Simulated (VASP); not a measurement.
These are PBE GGA with D3 dispersion (Becke-Johnson damping), VASP's PBE PAW potentials (set 64) (plane waves; VASP) values and carry that method's errors.

Gaps are without spin-orbit coupling.

Problem. Order these relaxed crystals by band gap, smallest first: AlN, P6_3mc (186); KF, Fm-3m (225); Te2Mo, P6_3/mmc (194); GaAs, F-43m (216).

Solution. GaAs, F-43m (216) (0.44 eV), Te2Mo, P6_3/mmc (194) (0.59 eV), AlN, P6_3mc (186) (4.23 eV), KF, Fm-3m (225) (6.16 eV)
